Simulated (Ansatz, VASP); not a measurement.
# MoS2 in two plane-wave programs, part 2 of 2

Wanted: the spread between two codes on one cell, functional and k mesh. The cell is taken from a series of VASP runs on this material, whose earlier steps may have relaxed, scaled or displaced it; both programs get it as it stands. Other levels of theory on this material are compared in a session of their own.

VASP 6.6.1 and Ansatz 0.2.0.

So far. Step 2 (VASP: band structure, PBEsol, spin-orbit coupling): The run ends at a pressure of -1.01 GPa, with forces up to 0.0026 eV/Å.

## 3. Ansatz: band structure, PBEsol, spin-orbit coupling

Level of this step: Ansatz beside VASP: Kohn-Sham DFT, plane waves, PBEsol, spin-orbit coupling (Ansatz).

Ansatz runs on its fully relativistic PAW (standard-fr) files.

The same cell, functional, mesh and smearing now go to Ansatz, which takes its cutoff from its data sets.

Contents of input.yaml:

```yaml
crystal:
  lattice:
    - [1.57999994, 0.912213391, 6.15]
    - [-1.57999994, 0.912213391, 6.15]
    - [0.0, -1.824426782, 6.15]
  atoms:
    - { symbol: Mo, position: [9.69778e-05, 9.69778e-05, 9.69778e-05] }
    - { symbol: S, position: [0.2493547625, 0.2493547625, 0.2493547625] }
    - { symbol: S, position: [0.4175482597, 0.4175482597, 0.4175482597] }
hamiltonian:
  xc: pbesol
  pseudopotentials: { kind: paw_fr }
magnetization:
  noncollinear: true
  spin_orbit: true
kpoints:
  mp_grid: { grid: [10, 10, 10] }
  band_path:
    path:
      - [0.0, 0.0, 0.0]
      - [0.13333, 0.0, 0.0]
      - [0.3, 0.0, 0.0]
      - [0.46667, 0.0, 0.0]
      - [0.5, 0.03627, -0.03627]
      - [0.5, 0.09671, -0.09671]
      - [0.5, 0.15716, -0.15716]
      - [0.77618, 0.5, 0.22382]
      - [0.66996, 0.5, 0.33004]
      - [0.56373, 0.5, 0.43627]
      - [0.5, 0.5, 0.5]
      - [0.46667, 0.46667, 0.46667]
      - [0.3, 0.3, 0.3]
      - [0.13333, 0.13333, 0.13333]
      - [0.0, 0.0, 0.0]
      - [0.11356, 0.0, -0.11356]
      - [0.18169, 0.0, -0.18169]
      - [0.2044, 0.0, -0.2044]
      - [0.31796, 0.0, -0.31796]
      - [0.62747, 0.37253, 0.0]
      - [0.57436, 0.42564, 0.0]
      - [0.52124, 0.47876, 0.0]
      - [0.52124, 0.52124, 0.02418]
      - [0.57436, 0.57436, 0.08462]
      - [0.62747, 0.62747, 0.14507]
      - [0.64871, 0.64871, 0.20258]
      - [0.5956, 0.5956, 0.3088]
      - [0.54249, 0.54249, 0.41502]
      - [0.5, 0.0, 0.0]
      - [0.60622, 0.11356, 0.11356]
      - [0.71244, 0.22711, 0.22711]
      - [0.81867, 0.34067, 0.34067]
    npoints: 1
scf:
  occupations: { method: gaussian, width: 0.02 }
  n_extra_bands: 14
output:
  forces: true
  stress: true
  eigenvalues: true
```

The run is started by

```sh
> ansatz run input.yaml --threads 2 --pin off --max-ram 4608MiB --backend cpu --events-out ev --progress --plain --runs-dir out
```

Numbers of over 12 decimals in the logs are rounded to 6 here.

The program printed:

```text
basis.fft_grid_basis auto: the FFT boxes are laid along the combinations [[1, 0, -1], [0, 1, -1], [0, 0, 1]] of the cell's own vectors, 3.160, 3.160 and 6.415 Å long. The dense box has 24×24×45 points. Along the cell's own vectors, as sized, it would have 45×45×45, 3.52 times as many. Of the 6 symmetry operations that the crystal satisfies within crystal.symmetry.tolerance (time reversal apart; of a slab, those that  [...]
scf.n_extra_bands = 14 over 26 filled bands (N_el = 26.0): the run solves 40 bands
Engine: ansatz 0.2.0, aarch64-unknown-linux-gnu
Pseudopotentials: kind: paw_fr
Pseudopotential: Mo, paw_fr, valence charge 14, recommended cutoff 420 eV (normal), Mo.paw.azcp#standard-fr
Pseudopotential: S, paw_fr, valence charge 6, recommended cutoff 420 eV (normal), S.paw.azcp#standard-fr
Functional definition: PBEsol
  exchange = pbesol_x
  correlation = pbesol_c
non-collinear run that drives no moment, with spin-orbit: no starting moment large enough to seed its density (crystal.atoms[].spin), no starting occupations that ask for one, no magnetisation constraint and no magnetic field, so the semilocal B_xc is pinned to zero
Crystal: 3 atoms, lattice volume = 53.184 Å³
Basis set: ecut = 420 eV, 1011 PW (Γ), FFT grids on a1−a3, a2−a3, a3, exchange–correlation on 48×48×90 points (8 copies of the dense FFT grid, shifted against one another)
Bands: 40, of which v1, the nominal top of the filled ones, is band 26 counted from 1 (25 counted from 0)
Symmetry: 6 space group operations + 6 with time reversal
Magnetic group: BNS 160.66 (UNI 1296), of the structure as read, at distance tolerance 3.8e-5 Å
k-points: 116 of 1000 (time reversal used)
Projection manifold: j_resolved (fully-relativistic pseudo-atomic orbitals)
Non-local potential: Mo, projectors of the file, l = 0: 3, l = 1: 4, l = 2: 4, l = 3: 2
Non-local potential: S, projectors of the file, l = 0: 2, l = 1: 4, l = 2: 4
PAW form: soft (Blöchl's): semilocal exchange-correlation on the pseudo side does not see the compensation charge
PAW frozen core: Mo, regenerated for the run's functional, and the local potential with it (the file was generated under x = pbe(κ = 0.804, μ = 0.219515), c = pbe(β = 0.066725))
PAW frozen core: S, regenerated for the run's functional, and the local potential with it (the file was generated under x = pbe(κ = 0.804, μ = 0.219515), c = pbe(β = 0.066725))
PAW one-centre angular grid: Mo, 590 points (default); XC on 64 Gauss nodes
PAW one-centre angular grid: S, 110 points (default); XC on 64 Gauss nodes
Initial density: superposition of atomic densities (chi_scale 0.1, normalization cell, long waves kept (reshape's long-wave potential 0.07 eV rms))
Initial wavefunctions: pseudopotential atomic-orbital guess
Functional: x = pbesol(κ = 0.804, μ = 0.123457), c = pbesol(β = 0.046)
SCF iter   1: F=—  HF=-6672.128055 eV  |F-HF|=—  |Δ(HF+E_count)|=         —  Δρ=6.08e-2  dr2=2.44e0  dr2_m=0.00e0 (ungated)  ethr=3.10e-3  |M|=0.00e0 ∫|m|=0.00e0 μB  |m|>n=0.0e0 m-floor=0.0e0 τ_xc=0.0e0  β_m=0.30  ⟨swp⟩=8.3  Hψ=25484  notcnv=0  defer=81
preconditioner: auto → none  [insulator: Δε(μ)=0.772 eV  Ē_g=10.792 eV  σ=0.020 eV  W_gap=1.00  n_scr=16 (ndim 8)  ℏωp=21.6 eV  f_vac=0.001  D(μ)=0.00/eV (n_scr^D=0)  ε∞_Penn≈5.0]
SCF iter   2: F=—  HF=-6671.434508 eV  |F-HF|=—  |Δ(HF+E_count)|=   6.94e-1  Δρ=2.79e-2  dr2=4.40e-1  dr2_m=0.00e0 (ungated)  ethr=3.10e-3  |M|=0.00e0 ∫|m|=0.00e0 μB  |m|>n=0.0e0 m-floor=0.0e0 τ_xc=0.0e0  β_m=0.36  ⟨swp⟩=2.7  Hψ=8969  notcnv=0  defer=692
SCF iter   3: F=—  HF=-6671.397972 eV  |F-HF|=—  |Δ(HF+E_count)|=   3.65e-2  Δρ=2.20e-2  dr2=5.13e-1  dr2_m=0.00e0 (ungated)  ethr=1.69e-3  |M|=0.00e0 ∫|m|=0.00e0 μB  |m|>n=0.0e0 m-floor=0.0e0 τ_xc=0.0e0  β_m=0.29  ⟨swp⟩=3.0  Hψ=6996  notcnv=0  defer=692
SCF iter   4: F=—  HF=-6671.326220 eV  |F-HF|=—  |Δ(HF+E_count)|=   7.18e-2  Δρ=1.15e-2  dr2=3.35e-2  dr2_m=0.00e0 (ungated)  ethr=1.69e-3  |M|=0.00e0 ∫|m|=0.00e0 μB  |m|>n=0.0e0 m-floor=0.0e0 τ_xc=0.0e0  β_m=0.45  ⟨swp⟩=2.0  Hψ=6486  notcnv=0  defer=696
SCF iter   5: F=—  HF=-6671.319464 eV  |F-HF|=—  |Δ(HF+E_count)|=   6.76e-3  Δρ=1.28e-3  dr2=3.81e-4  dr2_m=0.00e0 (ungated)  ethr=1.29e-4  |M|=0.00e0 ∫|m|=0.00e0 μB  |m|>n=0.0e0 m-floor=0.0e0 τ_xc=0.0e0  β_m=0.62  ⟨swp⟩=2.9  Hψ=6829  notcnv=0  defer=696
SCF iter   6: F=—  HF=-6671.319472 eV  |F-HF|=—  |Δ(HF+E_count)|=   7.69e-6  Δρ=3.03e-4  dr2=1.18e-4  dr2_m=0.00e0 (ungated)  ethr=1.46e-6  |M|=0.00e0 ∫|m|=0.00e0 μB  |m|>n=0.0e0 m-floor=0.0e0 τ_xc=0.0e0  β_m=0.55  ⟨swp⟩=2.1  Hψ=6960  notcnv=0  defer=696
SCF iter   7: F=—  HF=-6671.319468 eV  |F-HF|=—  |Δ(HF+E_count)|=   3.75e-6  Δρ=2.32e-4  dr2=8.90e-5  dr2_m=0.00e0 (ungated)  ethr=4.52e-7  |M|=0.00e0 ∫|m|=0.00e0 μB  |m|>n=0.0e0 m-floor=0.0e0 τ_xc=0.0e0  β_m=0.42  ⟨swp⟩=2.0  Hψ=5800  notcnv=0  defer=696
SCF iter   8: F=—  HF=-6671.319454 eV  |F-HF|=—  |Δ(HF+E_count)|=   1.48e-5  Δρ=1.04e-4  dr2=1.43e-5  dr2_m=0.00e0 (ungated)  ethr=3.42e-7  |M|=0.00e0 ∫|m|=0.00e0 μB  |m|>n=0.0e0 m-floor=0.0e0 τ_xc=0.0e0  β_m=0.61  ⟨swp⟩=1.0  Hψ=3944  notcnv=0  defer=696
SCF iter   9: F=—  HF=-6671.319451 eV  |F-HF|=—  |Δ(HF+E_count)|=   2.06e-6  Δρ=2.48e-5  dr2=5.80e-7  dr2_m=0.00e0 (ungated)  ethr=5.51e-8  |M|=0.00e0 ∫|m|=0.00e0 μB  |m|>n=0.0e0 m-floor=0.0e0 τ_xc=0.0e0  β_m=0.61  ⟨swp⟩=2.0  Hψ=4345  notcnv=0  defer=696
SCF iter  10: F=-6671.319451 eV  HF=-6671.319451 eV  |F-HF|=4.91e-10  |Δ(HF+E_count)|=   9.10e-9  Δρ=4.00e-6  dr2=4.82e-9  dr2_m=0.00e0 (ungated)  ethr=3.85e-10  |M|=0.00e0 ∫|m|=0.00e0 μB  |m|>n=0.0e0 m-floor=0.0e0 τ_xc=0.0e0  ⟨swp⟩=12.9  Hψ=22800  notcnv=0
SCF 1 converged in 10 iterations: F = -6671.319451 eV  dr2 = 4.82e-9
  greatest PAW one-centre occupation: 0.999 electrons in one spin orbital (limit 2), on the Mo atom at site 0 (counted from 0), in its partial waves of l = 0
NSCF: frozen V_eff on 32 k-points
SCF converged after 10 iterations
Magnetization: |M| = 0.0000 μB,  M = (+0.0000, +0.0000, +0.0000) μB
Absolute magnetization: 0.0000 μB (∫|m|)
  site 0: m = (+0.0000, +0.0000, +0.0000) μB, |m| = 0.0000 μB  (R = 0.99 Å)
  site 1: m = (+0.0000, +0.0000, +0.0000) μB, |m| = 0.0000 μB  (R = 0.99 Å)
  site 2: m = (+0.0000, +0.0000, +0.0000) μB, |m| = 0.0000 μB  (R = 0.99 Å)
Free energy (F): -6671.319451 eV
Harris-Foulkes:  -6671.319451 eV  (|F-HF|=4.91e-10)
Internal energy: -6671.319451 eV  (E = F + TS)
E sigma→0 (E₀):  -6671.319451 eV
Fermi energy:    11.422299 eV
--- Per-component energies (eV) ---
  E_band       = -155.866204
  E_kinetic    = 656.188416
  E_local      = -1973.769257  (includes V_loc(G=0)·N_el)
  E_nonlocal   = 201.058558
  E_hartree    = 759.929185
  E_xc         = -375.662359
  E_vxc        = -404.575993  (∫ρ·V_xc dr)
  E_paw        = -4312.831476  (= ΣΔE_a)
  E_vpaw       = -154.626421  (= ΣTr[D̂ρ^β])
  E_aug_tail   = 0.000034  (compensation charges beyond the density's cutoff)
  E_ewald      = -1626.567002
  E_core_change = 0.334450  (= ΣΔE_core)
  E_smearing   = -0.000000  (= −TS)
  E_closure    = 0.000000  (closes the sum)
  Σ components = -6671.319451   (vs F -6671.319451, Δ=0.00e0)
--- Forces (eV/Å), atoms counted from 1 ---
  atom   1  Mo     0.00000000     0.00000000     0.00013424
  atom   2  S      0.00000000     0.00000000     0.00148686
  atom   3  S     -0.00000000     0.00000000    -0.00155005
  max |Σ_I F_I| component: 7.10e-5 eV/Å
--- Stress (GPa, compression-positive) ---
       -1.334587       0.000000      -0.000000
        0.000000      -1.334587      -0.000000
        0.000000      -0.000000       0.374067
  P = ⅓ Tr σ = -0.7650 GPa (-7.650 kbar)
--- Band table (eV; the first three rows and the last of 116) ---
  k-point 0: bands = [... 22 lower, 9.7439, 9.7439, 9.7696, 9.7696, 12.9759, 12.9759, 13.0578, 13.0578, ... 10 higher]
  k-point 1: bands = [... 22 lower, 9.6981, 9.7045, 9.9857, 9.9889, 12.8820, 12.9260, 12.9383, 12.9833, ... 10 higher]
  k-point 2: bands = [... 22 lower, 9.5332, 9.5393, 9.7146, 9.7194, 12.2535, 12.2674, 12.9182, 12.9224, ... 10 higher]
  k-point 115: bands = [... 22 lower, 8.7784, 8.7784, 10.9894, 10.9894, 13.0738, 13.0738, 13.1484, 13.1484, ... 10 higher]
```

Wall time 73 s (2 threads of Arm Neoverse N1, shared host); peak memory 0.72 GiB; 2.4 min of CPU time.

## 4. Side by side

Known differences besides the potentials themselves: spin-orbit coupling enters by fully relativistic files in Ansatz and inside the spheres in VASP; the cutoff is 420 eV in Ansatz and 400 eV in VASP; Ansatz makes its cores anew for this functional, VASP keeps those of its PBE data sets. Total energies have different zeros and are not compared.

Compared:

```csv
quantity,Ansatz,VASP,difference
pressure (GPa),-0.77,-1.01,+0.25
gap over the path points (eV),0.838,0.855,-0.017
```

Levels at points of the path, from each program's valence-band top (eV; 8 filled, then empty):

```csv
k (reciprocal lattice),Ansatz,VASP
0.000 0.000 0.000,-2.33 -2.33 -2.24 -2.24 -1.25 -1.25 -1.22 -1.22 1.99 1.99 2.07 2.07 2.44 2.44,-2.31 -2.31 -2.23 -2.23 -1.24 -1.24 -1.21 -1.21 2.00 2.00 2.08 2.08 2.46 2.46
0.133 0.000 0.000,-3.09 -3.09 -2.68 -2.68 -1.31 -1.31 -1.02 -1.02 1.67 1.68 1.98 1.98 2.16 2.17,-3.08 -3.08 -2.67 -2.67 -1.31 -1.30 -1.02 -1.02 1.69 1.69 2.00 2.00 2.17 2.19
0.300 0.000 0.000,-3.55 -3.55 -2.25 -2.25 -1.92 -1.91 -1.74 -1.74 1.26 1.28 1.66 1.66 2.88 2.88,-3.54 -3.54 -2.23 -2.23 -1.92 -1.92 -1.73 -1.73 1.28 1.29 1.67 1.68 2.91 2.92
0.467 0.000 0.000,-4.00 -4.00 -2.35 -2.34 -1.65 -1.65 -1.52 -1.52 1.59 1.59 1.96 1.97 3.40 3.41,-3.99 -3.99 -2.35 -2.35 -1.64 -1.63 -1.51 -1.50 1.61 1.61 1.98 1.99 3.44 3.44
0.500 0.036 -0.036,-4.00 -3.98 -2.39 -2.37 -2.08 -2.00 -1.36 -1.25 1.56 1.60 1.99 2.08 3.19 3.19,-3.98 -3.97 -2.40 -2.38 -2.07 -1.99 -1.35 -1.24 1.58 1.62 2.01 2.10 3.21 3.21
0.500 0.097 -0.097,-3.83 -3.79 -3.31 -3.25 -2.60 -2.59 -1.13 -1.01 1.32 1.36 2.22 2.35 2.57 2.62,-3.82 -3.78 -3.31 -3.25 -2.60 -2.59 -1.12 -1.00 1.33 1.38 2.24 2.37 2.59 2.64
0.500 0.157 -0.157,-4.31 -4.30 -3.68 -3.63 -2.90 -2.88 -0.85 -0.70 0.97 0.98 2.18 2.24 2.85 2.99,-4.31 -4.30 -3.67 -3.62 -2.91 -2.89 -0.84 -0.69 0.98 0.99 2.20 2.26 2.88 3.01
0.776 0.500 0.224,-4.22 -4.15 -4.12 -4.08 -2.54 -2.51 -1.13 -1.01 1.39 1.42 2.24 2.28 2.69 2.81,-4.21 -4.14 -4.12 -4.08 -2.54 -2.52 -1.12 -1.00 1.41 1.44 2.26 2.30 2.71 2.83
0.670 0.500 0.330,-4.20 -4.18 -2.85 -2.77 -1.97 -1.92 -1.62 -1.54 1.41 1.49 1.79 1.86 2.14 2.19,-4.19 -4.17 -2.84 -2.76 -1.96 -1.91 -1.61 -1.53 1.42 1.51 1.81 1.89 2.15 2.21
0.564 0.500 0.436,-3.24 -3.22 -2.59 -2.57 -2.10 -2.07 -0.36 -0.35 1.84 1.88 2.05 2.08 2.17 2.19,-3.23 -3.21 -2.58 -2.56 -2.08 -2.06 -0.36 -0.35 1.86 1.90 2.07 2.10 2.18 2.21
```

At this near-relaxed geometry the largest component of a force difference is 4 meV/Å. Among the levels compared at these points, filled levels agree within 15 meV and empty ones within 35 meV.

## 5. Results

```json
{
 "difference in gap over the path points (band structure, PBEsol, spin-orbit coupling)": "-0.017 eV"
}
```

**Reading.** The difference in gap over the path points is -0.017 eV (band structure, PBEsol, spin-orbit coupling), within the 0.08 eV picked in this series as the mark of a large difference. 6 further runs of this series are not shown here. Such differences can come from data sets, numerical settings and the points named under the comparisons, not from the functional's error against experiment.

[Lines on the potential files, build, host, timing and source positions are cut from VASP's logs without a mark.]

[Logs are printed without paths, hosts, clocks, repeated set-up lines and the standing remarks that a program may print on its own settings, such as how far it seeks lower states.]

[Hosts, paths, dates, database ids (printed as entryN), source tags and the programs' standing remarks are cut or masked in the printed files.]
